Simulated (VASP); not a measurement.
Runs of VASP 6.6.1 on Cd. It takes space group P6_3/mmc (No. 194, hexagonal). Conventional cell: a = 2.951 Å, b = 2.951 Å, c = 5.602 Å, α = 90.00°, β = 90.00°, γ = 120.00°. Around Cd (site symmetry -6m2) lie 12 Cd at 2.95 to 3.28 Å. 

| level | k mesh | cutoff (eV) | smearing | gap on the mesh (eV) | pressure (GPa) |
| --- | --- | --- | --- | --- | --- |
| r2SCAN | 18 × 18 × 8 | 520 | gaussian 0.1 eV | none | (a) |
| PBEsol | 18 × 18 × 8 | 520 | gaussian 0.5 eV | none | 0.4 |
| PBEsol | 18 × 18 × 8 | 700 | gaussian 0.1 eV | none | 0.1 |
| PBEsol | 18 × 18 × 8 | 900 | gaussian 0.1 eV | none | 0.1 |
| PBEsol | 24 × 24 × 12 | 520 | gaussian 0.1 eV | none | 0.1 |

Alike in all rows: task single point; potentials or basis VASP PAW PBE potentials, release 64 (Cd); no spin polarisation; cell as given.

Fill in the values left out.

(a) 2.4.

Caveats: the PAW data sets were made with another functional, which shifts forces and pressure a little.

A k mesh can miss the band edges, and the runs leave out spin-orbit coupling on Cd.

A gap of «none» marks a metal or a gap under the smearing width.

Not every run made on this cell is shown here.
